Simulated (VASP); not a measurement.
**What goes wrong when the modes of MgO are computed with a bad input**

Aim: see how common mistakes in a phonon run show up, on MgO. The starting structure is a measured crystal structure from the Crystallography Open Database.

Main program and level: VASP 6.6.1; Kohn-Sham DFT with plane waves and PAW; LDA.

### Step 1. Starting point

It takes space group Fm-3m (No. 225, cubic). Conventional cell: a = 4.210 Å, b = 4.210 Å, c = 4.210 Å, α = 90.00°, β = 90.00°, γ = 90.00°. Nearest to Mg lie 6 O at 2.11 Å. Nearest to O lie 6 Mg at 2.11 Å. Farther neighbours and most contacts between anions are not listed.

Structure file:

```cif
data_structure
_symmetry_space_group_name_H-M 'Fm-3m'
_symmetry_Int_Tables_number 225
_cell_length_a 4.2104
_cell_length_b 4.2104
_cell_length_c 4.2104
_cell_angle_alpha 90.000
_cell_angle_beta 90.000
_cell_angle_gamma 90.000
_cell_volume 74.64
loop_
_atom_site_label
_atom_site_type_symbol
_atom_site_symmetry_multiplicity
_atom_site_Wyckoff_symbol
_atom_site_fract_x
_atom_site_fract_y
_atom_site_fract_z
_atom_site_occupancy
Mg1 Mg 4 a 0.00000 0.00000 0.00000 1
O1 O 4 b 0.50000 0.00000 0.00000 1
```

### Step 2. Reference modes

The cell comes from a relaxation at this level, not shown (17.82 Å³).

Contents of INCAR:

```
SYSTEM = MgO
PREC = Accurate
ENCUT = 520
EDIFF = 1E-08
NELM = 100
ISMEAR = 0
SIGMA = 0.03
LREAL = .FALSE.
ALGO = Normal
GGA = CA
NBANDS = 10
LORBIT = 11
LWAVE = .FALSE.
LCHARG = .FALSE.
KPAR = 2
IBRION = 8
LEPSILON = .TRUE.
ISIF = 2
```

Contents of POSCAR:

```
MgO
1.0
    0.0000000000      2.0730402907      2.0730402907
    2.0730402907      0.0000000000      2.0730402907
    2.0730402907      2.0730402907      0.0000000000
Mg O
1 1
Direct
    0.0000000000      0.0000000000      0.0000000000
    0.5000000000      0.5000000000      0.5000000000
```

Contents of KPOINTS:

```
Automatic mesh
0
Gamma
8 8 8
0 0 0
```

The projector-augmented-wave data sets are Mg and O (LDA family, release 64).

Launch:

```bash
$ mpirun -np 2 vasp_std
```

Log:

```text
[banner, memory and clock lines left out]
running    2 mpi-ranks, on    1 nodes
 distrk:  each k-point on    1 cores,    2 groups
 distr:  one band on    1 cores,    1 groups

 POSCAR found type information on POSCAR MgO
 POSCAR found :  2 types and       2 ions
 LDA part: xc-table for (Slater(with rela. corr.)+CA(PZ))
 , standard interpolation
 POSCAR, INCAR and KPOINTS ok, starting setup
 FFT: planning ... GRIDC
 FFT: planning ... GRID_SOFT
 FFT: planning ... GRID
 WAVECAR not read
 entering main loop
       N       E                     dE             d eps       ncg     rms          rms(c)
DAV:   1     0.101423135144E+02    0.10142E+02   -0.46985E+03   684   0.712E+02
DAV:   2    -0.144946417465E+02   -0.24637E+02   -0.23603E+02   648   0.134E+02
DAV:   3    -0.150314601054E+02   -0.53682E+00   -0.53645E+00   662   0.176E+01
DAV:   4    -0.150326121757E+02   -0.11521E-02   -0.11521E-02   652   0.935E-01
DAV:   5    -0.150326151785E+02   -0.30028E-05   -0.30028E-05   638   0.460E-02    0.710E+00
DAV:   6    -0.135074406669E+02    0.15252E+01   -0.87686E+00   584   0.177E+01    0.219E+00
DAV:   7    -0.134692525900E+02    0.38188E-01   -0.50051E-02   620   0.219E+00    0.127E+00
DAV:   8    -0.134457679505E+02    0.23485E-01   -0.26012E-02   584   0.181E+00    0.186E-01
DAV:   9    -0.134455871589E+02    0.18079E-03   -0.18867E-04   666   0.114E-01    0.125E-01
DAV:  10    -0.134454758135E+02    0.11135E-03   -0.26254E-04   608   0.151E-01    0.789E-03
DAV:  11    -0.134454750063E+02    0.80721E-06   -0.40122E-06   630   0.119E-02    0.292E-03
DAV:  12    -0.134454750068E+02   -0.59396E-09   -0.14934E-07   636   0.280E-03    0.592E-04
DAV:  13    -0.134454750060E+02    0.87908E-09   -0.37997E-09   356   0.701E-04
   1 F= -.13445475E+02 E0= -.13445475E+02  d E =-.466123E-13
 Linear response reoptimize wavefunctions to high precision
DAV:   1    -0.134454750069E+02   -0.91984E-09   -0.13578E-10   356   0.120E-04
DAV:   2    -0.134454750069E+02    0.37403E-10   -0.90079E-12   320   0.297E-05
 Linear response G [H, r] |phi>, progress :
  Direction:   1
       N       E                     dE             d eps       ncg     rms
RMM:   1    -0.326183284808E+02   -0.32618E+02    0.90069E+00  1265   0.499E+01
RMM:   2    -0.304016376225E+02    0.22167E+01   -0.61653E-01   930   0.641E+00
RMM:   3    -0.304028763344E+02   -0.12387E-02   -0.25148E-03   979   0.345E-01
RMM:   4    -0.304029185304E+02   -0.42196E-04   -0.44632E-05  1032   0.285E-02
RMM:   5    -0.304029191564E+02   -0.62595E-06   -0.36827E-07  1046   0.250E-03
RMM:   6    -0.304029191667E+02   -0.10293E-07   -0.10989E-07   947   0.410E-04
RMM:   7    -0.304029191514E+02    0.15269E-07    0.29205E-08   777   0.243E-04
RMM:   8    -0.304029191514E+02   -0.26709E-10   -0.93259E-09   771   0.231E-04
 Linear response G [H, r] |phi>, progress :
  Direction:   2
       N       E                     dE             d eps       ncg     rms
RMM:   1    -0.305745381085E+02   -0.30575E+02    0.16739E+01  1255   0.494E+01
RMM:   2    -0.300651125755E+02    0.50943E+00   -0.69076E-01   925   0.683E+00
RMM:   3    -0.300665521950E+02   -0.14396E-02   -0.18832E-03   971   0.337E-01
RMM:   4    -0.300665922726E+02   -0.40078E-04   -0.47366E-05  1028   0.290E-02
RMM:   5    -0.300665929671E+02   -0.69443E-06   -0.10721E-07  1042   0.275E-03
RMM:   6    -0.300665929781E+02   -0.11033E-07    0.17883E-07   929   0.491E-04
RMM:   7    -0.300665929951E+02   -0.17035E-07    0.25566E-09   780   0.313E-04
RMM:   8    -0.300665929951E+02    0.56488E-11    0.10061E-09   764   0.301E-04
 Linear response G [H, r] |phi>, progress :
  Direction:   3
       N       E                     dE             d eps       ncg     rms
RMM:   1    -0.276006088370E+02   -0.27601E+02    0.55632E+01  1184   0.487E+01
RMM:   2    -0.255581181356E+02    0.20425E+01   -0.47766E-01   915   0.561E+00
RMM:   3    -0.255597217999E+02   -0.16037E-02   -0.28420E-03   958   0.324E-01
RMM:   4    -0.255597561035E+02   -0.34304E-04   -0.40616E-05   997   0.268E-02
RMM:   5    -0.255597563891E+02   -0.28563E-06   -0.33383E-07   981   0.232E-03
RMM:   6    -0.255597563911E+02   -0.19790E-08   -0.62821E-08   853   0.435E-04
 Linear response to external field (no local field effect), progress :
  Direction:   1
       N       E                     dE             d eps       ncg     rms          rms(c)
RMM:   1    -0.125145361893E+00   -0.12515E+00   -0.37219E-01  1252   0.174E+00
RMM:   2    -0.124906493870E+00    0.23887E-03   -0.91839E-04   904   0.213E-01
RMM:   3    -0.124909711023E+00   -0.32172E-05   -0.20405E-06   936   0.104E-02
RMM:   4    -0.124909719458E+00   -0.84355E-08   -0.78042E-09   933   0.658E-04
 change of polarisation eV/A/(eV/A) component  1 :     0.250     0.080     0.023
 dielectric tensor                  component  1 :     3.537     0.817     0.238
 Linear response to external field (no local field effect), progress :
  Direction:   2
       N       E                     dE             d eps       ncg     rms          rms(c)
RMM:   1    -0.125045195139E+00   -0.12505E+00   -0.37721E-01  1243   0.173E+00
RMM:   2    -0.124884956149E+00    0.16024E-03   -0.97257E-04   897   0.218E-01
RMM:   3    -0.124888866467E+00   -0.39103E-05   -0.23427E-06   946   0.109E-02
RMM:   4    -0.124888877589E+00   -0.11122E-07   -0.93088E-09   927   0.699E-04
[...]
Direction:   3
       N       E                     dE             d eps       ncg     rms          rms(c)
RMM:   1    -0.763354443718E-01   -0.76335E-01   -0.18546E-01  1212   0.134E+00
RMM:   2    -0.765678665236E-01   -0.23242E-03   -0.54764E-04   906   0.156E-01
RMM:   3    -0.765694182288E-01   -0.15517E-05   -0.12675E-06   928   0.755E-03
RMM:   4    -0.765694233883E-01   -0.51595E-08   -0.53690E-09   876   0.500E-04
 change of polarisation eV/A/(eV/A) component  3 :     0.023    -0.035     0.153
 dielectric tensor                  component  3 :     0.238    -0.352     2.555
 Linear response to external field, progress :
  Direction:   1
       N       E                     dE             d eps       ncg     rms          rms(c)
RMM:   1    -0.108992680559E+00   -0.10899E+00   -0.31313E-01  2476   0.160E+00
RMM:   2    -0.108786402401E+00    0.20628E-03   -0.80333E-04  1824   0.192E-01    0.518E-01
RMM:   3    -0.106119781338E+00    0.26666E-02   -0.11690E-03  1815   0.260E-01    0.304E-01
RMM:   4    -0.109949336313E+00   -0.38296E-02   -0.19999E-03  1819   0.352E-01    0.252E-02
RMM:   5    -0.110288409607E+00   -0.33907E-03   -0.17744E-05  1915   0.379E-02    0.482E-03
RMM:   6    -0.110343487657E+00   -0.55078E-04   -0.94912E-08  1954   0.274E-03    0.198E-03
RMM:   7    -0.110351810534E+00   -0.83229E-05   -0.35845E-08  1902   0.151E-03    0.148E-04
RMM:   8    -0.110352746481E+00   -0.93595E-06   -0.10040E-09  1882   0.252E-04    0.449E-05
RMM:   9    -0.110352678643E+00    0.67838E-07   -0.59748E-11  1287   0.489E-05    0.563E-06
 change of polarisation eV/A/(eV/A) component  1 :     0.206     0.052     0.016
 dielectric tensor                  component  1 :     3.095     0.526     0.161
 Linear response to external field, progress :
  Direction:   2
       N       E                     dE             d eps       ncg     rms          rms(c)
RMM:   1    -0.108763100249E+00   -0.10876E+00   -0.31083E-01  2496   0.161E+00
RMM:   2    -0.108786460700E+00   -0.23360E-04   -0.81750E-04  1830   0.196E-01    0.518E-01
RMM:   3    -0.106119712493E+00    0.26667E-02   -0.11673E-03  1818   0.260E-01    0.304E-01
RMM:   4    -0.109949286983E+00   -0.38296E-02   -0.19972E-03  1822   0.352E-01    0.252E-02
RMM:   5    -0.110288365219E+00   -0.33908E-03   -0.17629E-05  1911   0.378E-02    0.481E-03
RMM:   6    -0.110343620617E+00   -0.55255E-04   -0.95042E-08  1962   0.274E-03    0.198E-03
RMM:   7    -0.110351716364E+00   -0.80957E-05   -0.35778E-08  1900   0.151E-03    0.150E-04
RMM:   8    -0.110352797735E+00   -0.10814E-05   -0.10380E-09  1892   0.258E-04    0.468E-05
RMM:   9    -0.110352717979E+00    0.79755E-07   -0.63326E-11  1292   0.521E-05    0.555E-06
 change of polarisation eV/A/(eV/A) component  2 :     0.042     0.206    -0.010
 dielectric tensor                  component  2 :     0.431     3.095    -0.103
 Linear response to external field, progress :
  Direction:   3
       N       E                     dE             d eps       ncg     rms          rms(c)
RMM:   1    -0.108770221486E+00   -0.10877E+00   -0.31090E-01  2496   0.161E+00
RMM:   2    -0.108786455764E+00   -0.16234E-04   -0.81782E-04  1830   0.196E-01    0.518E-01
RMM:   3    -0.106119752484E+00    0.26667E-02   -0.11678E-03  1817   0.260E-01    0.304E-01
RMM:   4    -0.109949355397E+00   -0.38296E-02   -0.19983E-03  1821   0.352E-01    0.252E-02
RMM:   5    -0.110288368492E+00   -0.33901E-03   -0.17664E-05  1911   0.378E-02    0.481E-03
RMM:   6    -0.110343547885E+00   -0.55179E-04   -0.95004E-08  1960   0.274E-03    0.198E-03
RMM:   7    -0.110351802372E+00   -0.82545E-05   -0.35748E-08  1900   0.151E-03    0.150E-04
RMM:   8    -0.110352795492E+00   -0.99312E-06   -0.10566E-09  1907   0.257E-04    0.467E-05
RMM:   9    -0.110352683870E+00    0.11162E-06   -0.19030E-10  1293   0.514E-05    0.559E-06
 change of polarisation eV/A/(eV/A) component  3 :     0.004     0.024     0.206
 dielectric tensor                  component  3 :     0.045     0.242     3.095
 Linear response DOF=           2
 Linear response progress:
  Degree of freedom:   1/  2
       N       E                     dE             d eps       ncg     rms          rms(c)
RMM:   1    -0.222340167460E-02   -0.22234E-02    0.73714E-05  2424   0.523E-01
RMM:   2    -0.217900568726E-02    0.44396E-04   -0.13929E-04  1795   0.822E-02    0.365E-02
RMM:   3    -0.215088527813E-02    0.28120E-04   -0.16926E-05  1864   0.290E-02    0.187E-02
RMM:   4    -0.214998203987E-02    0.90324E-06   -0.14273E-05  1862   0.260E-02    0.331E-03
RMM:   5    -0.215036755348E-02   -0.38551E-06   -0.13728E-07  1870   0.288E-03    0.300E-04
RMM:   6    -0.215038303526E-02   -0.15482E-07   -0.55981E-10  1883   0.198E-04    0.130E-04
RMM:   7    -0.215032832744E-02    0.54708E-07   -0.20056E-10  1912   0.119E-04    0.118E-05
RMM:   8    -0.215034286111E-02   -0.14534E-07   -0.55756E-12  1940   0.125E-05    0.282E-06
RMM:   9    -0.215034254251E-02    0.31859E-09   -0.28235E-12  1787   0.481E-06    0.384E-07
 first order change of Fermi-energy   0.68266E-02
 force on displaced ion       1 direction 1 :  -6.364   0.000   0.000
 Born effective charge ion    1 direction 1 :   1.948   0.000   0.000
 Linear response progress:
  Degree of freedom:   2/  2
       N       E                     dE             d eps       ncg     rms          rms(c)
RMM:   1    -0.347831752107E+00   -0.34783E+00    0.39102E-01  2091   0.425E+00
RMM:   2    -0.348877505887E+00   -0.10458E-02   -0.15505E-03  1838   0.314E-01    0.135E-01
RMM:   3    -0.350260092201E+00   -0.13826E-02   -0.37985E-04  1769   0.141E-01    0.714E-02
RMM:   4    -0.352372271205E+00   -0.21122E-02   -0.38088E-04  1662   0.145E-01    0.174E-02
RMM:   5    -0.352385674921E+00   -0.13404E-04   -0.46848E-06  1939   0.204E-02    0.135E-03
RMM:   6    -0.352387484856E+00   -0.18099E-05   -0.34673E-08  1942   0.169E-03    0.777E-04
RMM:   7    -0.352382932874E+00    0.45520E-05   -0.21275E-09  1956   0.341E-04    0.529E-05
RMM:   8    -0.352382826972E+00    0.10590E-06   -0.98085E-10  2025   0.716E-05    0.150E-05
RMM:   9    -0.352382868942E+00   -0.41970E-07   -0.95344E-10  2033   0.362E-05    0.238E-06
RMM:  10    -0.352382867750E+00    0.11923E-08   -0.92599E-10  1597   0.277E-05    0.443E-07
 first order change of Fermi-energy  -0.52641E-02
 force on displaced ion       2 direction 1 :  -6.361   0.000   0.000
 Born effective charge ion    2 direction 1 :  -1.949   0.000   0.000
 Born effective charges drift removed
 Linear response finished
```

Elapsed: 50 s, on 2 MPI ranks of Intel Xeon Platinum 8488C (Sapphire Rapids), shared host; peak memory 0.31 GiB; 80 s of CPU time.

Lines that name or quote the potential files are left out of all logs, and their timing lines are given in words.

OUTCAR, selected parts (step 2):

```text
ion  position               nearest neighbor table
   1  0.000  0.000  0.000-   2 2.07   2 2.07   2 2.07   2 2.07   2 2.07   2 2.07
   2  0.500  0.500  0.500-   1 2.07   1 2.07   1 2.07   1 2.07   1 2.07   1 2.07

  LATTYP: Found a face centered cubic cell.
 ALAT       =     4.1460805814

 Subroutine GETGRP returns: Found 48 space group operations
 (whereof 48 operations were pure point group operations)

The static configuration has the point symmetry O_h .

 Found     29 irreducible k-points:

   k-points           NKPTS =     29   k-points in BZ     NKDIM =     29   number of bands    NBANDS=     10

   dimension x,y,z NGX =    24 NGY =   24 NGZ =   24
   dimension x,y,z NGXF=    48 NGYF=   48 NGZF=   48

   ENCUT  =  520.0 eV  38.22 Ry    6.18 a.u.   5.45  5.45  5.45*2*pi/ulx,y,z

   NELECT =       8.0000    total number of electrons

 k-points in reciprocal lattice and weights: Automatic mesh
   0.00000000  0.00000000  0.00000000       0.002
   0.12500000  0.00000000  0.00000000       0.016
   0.25000000  0.00000000  0.00000000       0.016
   0.37500000  0.00000000  0.00000000       0.016
   0.50000000  0.00000000  0.00000000       0.008
   0.12500000  0.12500000  0.00000000       0.012
   0.25000000  0.12500000  0.00000000       0.047
   0.37500000  0.12500000  0.00000000       0.047
   0.50000000  0.12500000  0.00000000       0.047
[...]
-0.37500000  0.50000000  0.12500000       0.023
  -0.25000000  0.50000000  0.25000000       0.012

 average (electrostatic) potential at core
       1 -34.6026       2 -70.3936

  Total       -0.0016707     -0.0016707     -0.0016707     -0.0000000     -0.0000000      0.0000000
  in kB       -0.1502319     -0.1502319     -0.1502319     -0.0000000     -0.0000000      0.0000000
  external PRESSURE =      -0.1502319 kB  Pullay stress =       0.0000000 kB

  energy-cutoff  :      520.00
  volume of cell :       17.82
      direct lattice vectors                 reciprocal lattice vectors
     0.000000000  2.073040291  2.073040291    -0.241191646  0.241191646  0.241191646
     2.073040291  0.000000000  2.073040291     0.241191646 -0.241191646  0.241191646
     2.073040291  2.073040291  0.000000000     0.241191646  0.241191646 -0.241191646

 POSITION                                       TOTAL-FORCE (eV/Angst)
 -----------------------------------------------------------------------------------
      0.00000      0.00000      0.00000         0.000000      0.000000     -0.000000
      2.07304      2.07304      2.07304        -0.000000     -0.000000      0.000000
 -----------------------------------------------------------------------------------
    total drift:                               -0.000000     -0.000000      0.000000

 MACROSCOPIC STATIC DIELECTRIC TENSOR (including local field effects in DFT)
 ------------------------------------------------------
           3.095429     0.000000     0.000000
          -0.000000     3.095429     0.000000
          -0.000000    -0.000000     3.095429
 ------------------------------------------------------

 PIEZOELECTRIC TENSOR (including local field effects)  for field in x, y, z        (C/m^2)
          XX          YY          ZZ          XY          YZ          ZX
  --------------------------------------------------------------------------------
  x     0.00000     0.00000     0.00000     0.00000     0.00000     0.00000
  y     0.00000     0.00000     0.00000     0.00000     0.00000     0.00000
  z     0.00000     0.00000     0.00000     0.00000     0.00000     0.00000

 BORN EFFECTIVE CHARGES (including local field effects) (in |e|, cummulative output)
 ---------------------------------------------------------------------------------
 ion    1
    1     1.94889     0.00000    -0.00000
    2     0.00000     1.94889    -0.00000
    3    -0.00000     0.00000     1.94889
 ion    2
    1    -1.94889    -0.00000     0.00000
    2    -0.00000    -1.94889     0.00000
    3     0.00000    -0.00000    -1.94889

 Eigenvectors and eigenvalues of the dynamical matrix
 ----------------------------------------------------

   1 f  =   12.694757 THz    79.763511 2PiTHz  423.451513 cm-1    52.501273 meV
             X         Y         Z           dx          dy          dz
      0.000000  0.000000  0.000000     0.000000    0.630133    0.000000
      2.073040  2.073040  2.073040     0.000000   -0.776487    0.000000

   2 f  =   12.694757 THz    79.763511 2PiTHz  423.451513 cm-1    52.501273 meV
             X         Y         Z           dx          dy          dz
      0.000000  0.000000  0.000000    -0.630133    0.000000    0.000000
      2.073040  2.073040  2.073040     0.776487    0.000000    0.000000

   3 f  =   12.694757 THz    79.763511 2PiTHz  423.451513 cm-1    52.501273 meV
             X         Y         Z           dx          dy          dz
      0.000000  0.000000  0.000000     0.000000    0.000000   -0.630133
      2.073040  2.073040  2.073040     0.000000    0.000000    0.776487

   4 f/i=    0.001222 THz     0.007676 2PiTHz    0.040750 cm-1     0.005052 meV
             X         Y         Z           dx          dy          dz
      0.000000  0.000000  0.000000     0.776487    0.000000    0.000000
      2.073040  2.073040  2.073040     0.630133    0.000000    0.000000

   5 f/i=    0.001222 THz     0.007676 2PiTHz    0.040750 cm-1     0.005052 meV
             X         Y         Z           dx          dy          dz
      0.000000  0.000000  0.000000     0.000000   -0.776487    0.000000
      2.073040  2.073040  2.073040     0.000000   -0.630133    0.000000

   6 f/i=    0.001222 THz     0.007676 2PiTHz    0.040750 cm-1     0.005052 meV
             X         Y         Z           dx          dy          dz
      0.000000  0.000000  0.000000     0.000000    0.000000    0.776487
      2.073040  2.073040  2.073040     0.000000    0.000000    0.630133

 MACROSCOPIC STATIC DIELECTRIC TENSOR IONIC CONTRIBUTION
 ------------------------------------------------------
           6.062686     0.000000    -0.000000
           0.000000     6.062686    -0.000000
          -0.000000    -0.000000     6.062686
 ------------------------------------------------------

 ELASTIC MODULI CONTR FROM IONIC RELAXATION (kBar)
 Direction    XX          YY          ZZ          XY          YZ          ZX
 --------------------------------------------------------------------------------
 XX           0.0000      0.0000      0.0000      0.0000      0.0000      0.0000
 YY           0.0000      0.0000      0.0000      0.0000      0.0000      0.0000
 ZZ           0.0000      0.0000      0.0000      0.0000      0.0000      0.0000
 XY           0.0000      0.0000      0.0000      0.0000      0.0000      0.0000
 YZ           0.0000      0.0000      0.0000      0.0000      0.0000      0.0000
 ZX           0.0000      0.0000      0.0000      0.0000      0.0000      0.0000
 --------------------------------------------------------------------------------

 PIEZOELECTRIC TENSOR IONIC CONTR  for field in x, y, z        (C/m^2)
          XX          YY          ZZ          XY          YZ          ZX
  --------------------------------------------------------------------------------
  x     0.00000     0.00000     0.00000     0.00000     0.00000     0.00000
  y     0.00000     0.00000     0.00000     0.00000     0.00000     0.00000
  z     0.00000     0.00000     0.00000     0.00000     0.00000     0.00000
```

Energies printed during the response cycles are not total energies of the cell.

Reference: the zone-centre mode is T1u 423.5 cm⁻¹.

(Continued in part 2 of 2.)

[Lines on the potential files, build, host, timing and source positions are cut from VASP's logs without a mark.]

[Logs are printed without paths, hosts, clocks, repeated set-up lines and the standing remarks that a program may print on its own settings, such as how far it seeks lower states.]

[Hosts, paths, dates, database ids (printed as entryN), source tags and the programs' standing remarks are cut or masked in the printed files.]
